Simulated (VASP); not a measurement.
Calculation: PBE GGA, VASP's PBE PAW potentials (set 64) (plane waves; VASP 6.6.1).

VASP input:

### POSCAR
```
VBiO4
6.8524160
 -0.3747165963   0.3747165963   0.8480417710
  0.3747165963  -0.3747165963   0.8480417710
  0.3747165963   0.3747165963  -0.8480417710
V Bi O
2 2 8
Cartesian
  0.0000000000   0.0000000000   0.8480417710
  0.3747165963   0.0000000000   0.4240208855
  0.0000000000   0.0000000000   0.0000000000
  0.0000000000   0.3747165963   0.4240208855
  0.4804091595   0.1873433095  -0.1342110907
  0.5620898831   0.1056925632   0.2898097948
 -0.1056925632   0.1873732868   0.7138306803
  0.1873433095  -0.1056925632   0.2898097948
  0.2690240332   0.1873732868   0.5582319762
  0.1873433095   0.2690240332   0.1342110907
  0.4804091595  -0.1873732868   0.5582319762
  0.1873732868   0.1056925632   0.9822528616
```

**INCAR**
```
SYSTEM = VBiO4
PREC = Accurate
ENCUT = 400
EDIFF = 1E-6
NELM = 100
ALGO = Normal
LREAL = .FALSE.
LASPH = .TRUE.
ISMEAR = 0
SIGMA = 0.01
GGA = PE
LMAXMIX = 4
LWAVE = .FALSE.
LCHARG = .FALSE.
ISIF = 2
NEDOS = 601
LORBIT = 11
```

File KPOINTS:
```
Automatic mesh
0
Gamma
6 6 6
0.5 0.5 0.5
```

POTCAR, in this order: V_sv Bi_d O (PBE.64 set). Program: vasp_std.

Output

OSZICAR:
```
       N       E                     dE             d eps       ncg     rms          rms(c)
DAV:   1     0.140750408649E+04    0.14075E+04   -0.48157E+04  4380   0.165E+03
DAV:   2     0.135202673858E+03   -0.12723E+04   -0.12206E+04  4588   0.535E+02
DAV:   3    -0.100369643448E+03   -0.23557E+03   -0.22556E+03  5314   0.223E+02
DAV:   4    -0.114602320191E+03   -0.14233E+02   -0.14166E+02  4790   0.608E+01
DAV:   5    -0.115278114537E+03   -0.67579E+00   -0.67476E+00  6394   0.133E+01    0.680E+01
DAV:   6    -0.102330233564E+03    0.12948E+02   -0.25375E+02  6604   0.103E+02    0.446E+01
DAV:   7    -0.940794710088E+02    0.82508E+01   -0.17980E+02  5728   0.103E+02    0.300E+01
DAV:   8    -0.922781514485E+02    0.18013E+01   -0.28520E+01  5728   0.224E+01    0.197E+01
DAV:   9    -0.891235422360E+02    0.31546E+01   -0.84729E+00  6002   0.177E+01    0.368E+00
DAV:  10    -0.891657405800E+02   -0.42198E-01   -0.96051E-01  5736   0.489E+00    0.321E+00
DAV:  11    -0.892295234763E+02   -0.63783E-01   -0.58143E-01  5122   0.639E+00    0.419E+00
DAV:  12    -0.891370238883E+02    0.92500E-01   -0.20443E-01  4948   0.396E+00    0.209E-01
DAV:  13    -0.891373697846E+02   -0.34590E-03   -0.13248E-02  6056   0.624E-01    0.205E-01
DAV:  14    -0.891377322137E+02   -0.36243E-03   -0.13646E-03  5662   0.277E-01    0.201E-01
DAV:  15    -0.891374654948E+02    0.26672E-03   -0.10069E-03  5050   0.288E-01    0.565E-02
DAV:  16    -0.891374630995E+02    0.23953E-05   -0.64820E-05  4942   0.437E-02    0.195E-02
DAV:  17    -0.891374580728E+02    0.50267E-05   -0.63388E-06  4618   0.214E-02    0.280E-03
DAV:  18    -0.891374578493E+02    0.22346E-06   -0.11938E-06  3150   0.698E-03
   1 F= -.89137458E+02 E0= -.89137458E+02  d E =-.948712E-78
```

**OUTCAR**
```
------------------------ aborting loop because EDIFF is reached ----------------------------------------
  FORCE on cell =-STRESS in cart. coord.  units (eV):
  Direction    XX          YY          ZZ          XY          YZ          ZX
  --------------------------------------------------------------------------------------
  Total       -2.2048050     -2.2048050     -2.0050814      0.0000005      0.0000000      0.0000000
  in kB      -23.0497658    -23.0497658    -20.9617883      0.0000051      0.0000000      0.0000000
  external PRESSURE =     -22.3537733 kB  Pullay stress =       0.0000000 kB
  volume of cell :      153.25
      direct lattice vectors                 reciprocal lattice vectors
    -2.567714000  2.567714000  5.811135000     0.000000000  0.194725737  0.086041711
     2.567714000 -2.567714000  5.811135000     0.194725737  0.000000000  0.086041711
     2.567714000  2.567714000 -5.811135000     0.194725737  0.194725737  0.000000000
 POSITION                                       TOTAL-FORCE (eV/Angst)
 -----------------------------------------------------------------------------------
      0.00000      0.00000      5.81114         0.000000      0.000000      0.000000
      2.56771      0.00000      2.90557         0.000000      0.000000      0.000000
      0.00000      0.00000      0.00000         0.000000      0.000000      0.000000
      0.00000      2.56771      2.90557         0.000000      0.000000      0.000000
      3.29196      1.28375     -0.91967        -0.044895      0.073607      0.025065
      3.85167      0.72425      1.98590        -0.073607     -0.044895      0.025065
     -0.72425      1.28396      4.89146         0.044895     -0.073607      0.025065
      1.28375     -0.72425      1.98590         0.073607      0.044895      0.025065
      1.84346      1.28396      3.82524         0.044895     -0.073607     -0.025065
      1.28375      1.84346      0.91967         0.073607      0.044895     -0.025065
      3.29196     -1.28396      3.82524        -0.044895      0.073607     -0.025065
      1.28396      0.72425      6.73081        -0.073607     -0.044895     -0.025065
 -----------------------------------------------------------------------------------
    total drift:                                0.000000     -0.000000      0.000000
  FREE ENERGIE OF THE ION-ELECTRON SYSTEM (eV)
  ---------------------------------------------------
  free  energy   TOTEN  =       -89.1374578493 eV

  energy  without entropy=      -89.1374578493  energy(sigma->0) =      -89.13745785

 total charge

# of ion       s       p       d       tot
------------------------------------------
    1        2.388   6.409   3.195  11.993
    2        2.388   6.409   3.195  11.993
    3        1.692   0.705  10.017  12.413
    4        1.692   0.705  10.017  12.413
    5        1.609   3.442   0.000   5.052
    6        1.609   3.442   0.000   5.052
    7        1.609   3.442   0.000   5.052
    8        1.609   3.442   0.000   5.052
    9        1.609   3.442   0.000   5.052
   10        1.609   3.442   0.000   5.052
   11        1.609   3.442   0.000   5.052
   12        1.609   3.442   0.000   5.052
--------------------------------------------------
tot         21.033  41.767  26.424  89.224
```
(Selected blocks of OUTCAR.)

At this cut-off the stress carries a Pulay error, which pulls relaxed volumes low.

The structure comes from a computed database's VBiO4 entry; how it stands against other phases isn't given here. The cell was not relaxed at this level. The run is one of a series of settings (NEDOS = 601, KPOINTS 6×6×6 Γ-centred mesh shifted by (0.5, 0.5, 0.5) against the base run), some of them coarse on purpose. The run is not spin-polarised, so no magnetic state was tried.
